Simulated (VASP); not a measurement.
Given:

```yaml
crystal:
  lattice:
    - [1.30311, -2.25706, 0.00000]
    - [1.30311, 2.25706, 0.00000]
    - [0.00000, 0.00000, 4.30994]
  atoms:
    - { symbol: B, position: [0.66667, 0.33333, 0.50024] }
    - { symbol: B, position: [0.33333, 0.66667, 0.00024] }
    - { symbol: N, position: [0.66667, 0.33333, 0.87476] }
    - { symbol: N, position: [0.33333, 0.66667, 0.37476] }
```

The numbers are results of PBE GGA, VASP's PBE PAW potentials (set 64) (plane waves; VASP), not measurements. Settings: 600 eV cut-off, 10×10×6 Γ-centred mesh, Gaussian smearing of 0.050 eV, potentials B N.

### Question
Give the stress tensor in GPa (positive for a compressed cell).

### Answer

```
-20.08    0.00    0.00
  0.00  -20.08    0.00
  0.00    0.00  -20.33
```
The pressure is its mean diagonal, -20.16 GPa.

The compound is BN in the wurtzite structure, a metastable high-pressure form. This cell was strained or had an atom moved on purpose.
